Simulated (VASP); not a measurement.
Input:

```
CELL_PARAMETERS angstrom
      1.84879    -3.20220     0.00000
      1.84879     3.20220     0.00000
      0.00000     0.00000     5.95140
ATOMIC_POSITIONS crystal
  Zr 0.00000 0.00000 0.00000
  Se 0.33333 0.66667 0.26634
  Se 0.66667 0.33333 0.73366
```

All values below come from LDA (Ceperley-Alder, Perdew-Zunger), VASP's LDA PAW potentials (set 64) (plane waves; VASP). Numerical set-up: 520 eV cut-off, Gaussian smearing of 0.050 eV, potentials Zr_sv Se.

Give the energies of bands 7 to 15 at the high-symmetry points, in eV from the Fermi level.

```json
[
 {"band": "7", "Γ": "-5.35", "M": "-5.10", "K": "-4.23", "A": "-3.75", "L": "-5.18", "H": "-4.18"},
 {"band": "8", "Γ": "-2.82", "M": "-3.24", "K": "-4.03", "A": "-2.73", "L": "-4.18", "H": "-4.18"},
 {"band": "9", "Γ": "-2.82", "M": "-3.08", "K": "-4.03", "A": "-2.73", "L": "-2.94", "H": "-3.56"},
 {"band": "10", "Γ": "-0.05", "M": "-2.63", "K": "-2.61", "A": "-2.72", "L": "-2.90", "H": "-2.92"},
 {"band": "11", "Γ": "-0.05", "M": "-2.58", "K": "-2.61", "A": "-0.35", "L": "-1.01", "H": "-2.24"},
 {"band": "12", "Γ": "0.09", "M": "-1.58", "K": "-1.90", "A": "-0.35", "L": "-1.00", "H": "-2.24"},
 {"band": "13", "Γ": "0.91", "M": "0.20", "K": "1.72", "A": "0.86", "L": "-0.09", "H": "1.78"},
 {"band": "14", "Γ": "0.91", "M": "2.58", "K": "2.59", "A": "0.86", "L": "2.57", "H": "1.92"},
 {"band": "15", "Γ": "1.18", "M": "3.02", "K": "2.59", "A": "1.76", "L": "2.99", "H": "1.92"}
]
```

It has no gap at this level: it comes out as a metal or semimetal.

The compound is ZrSe2 in the 1T layered structure. It was relaxed first, which changed the volume by -7 %.
